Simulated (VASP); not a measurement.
The input files of a VASP run:

### INCAR
```
ALGO = Normal
EDIFF = 1E-6
ENCUT = 300
GGA = PE
ISIF = 2
ISMEAR = 0
LASPH = .TRUE.
LCHARG = .FALSE.
LMAXMIX = 4
LREAL = .FALSE.
LWAVE = .FALSE.
NELM = 100
PREC = Accurate
SIGMA = 0.05
SYSTEM = BaTe
```

File KPOINTS:
```
K-points
0
G
 6 6 6
```

File POSCAR:
```
BaTe
1
    0.0000000000     3.5700000000     3.5700000000
    3.5700000000     0.0000000000     3.5700000000
    3.5700000000     3.5700000000     0.0000000000
Ba Te
1 1
Direct
  0.0000000000   0.0000000000   0.0000000000
  0.5000000000   0.5000000000   0.5000000000
```

POTCAR, in this order: Ba_sv Te (PBE.64 set). Program: vasp_std.

Question: Translate this PBE calculation to Ansatz.

Answer: One equivalent input (not run):
Ansatz 0.2 input:
```yaml
crystal:
  lattice:
    - [0.0000000, 3.5700000, 3.5700000]
    - [3.5700000, 0.0000000, 3.5700000]
    - [3.5700000, 3.5700000, 0.0000000]
  atoms:
    - { symbol: Ba, position: [0.0000000, 0.0000000, 0.0000000] }
    - { symbol: Te, position: [0.5000000, 0.5000000, 0.5000000] }
kpoints:
  mp_grid: { grid: [6, 6, 6] }
hamiltonian:
  xc: pbe
  pseudopotentials: { kind: paw }
scf:
  occupations: { method: gaussian, width: 0.05 }
  max_iter: 100
output: { forces: true, stress: true, eigenvalues: true }
```
The two are equivalent in intent, not identical: each code has its own PAW files, so the cut-off isn't converted (ENCUT is set for VASP's; basis.ecutwfc is left out, and Ansatz then takes the one that its files recommend); Ansatz stops its SCF on the density residual and VASP on the energy change (EDIFF).

The compound is BaTe in the rock salt structure. The cell was not relaxed at this level. The run is one of a series of settings (ENCUT = 300 against the base run), some of them coarse on purpose.
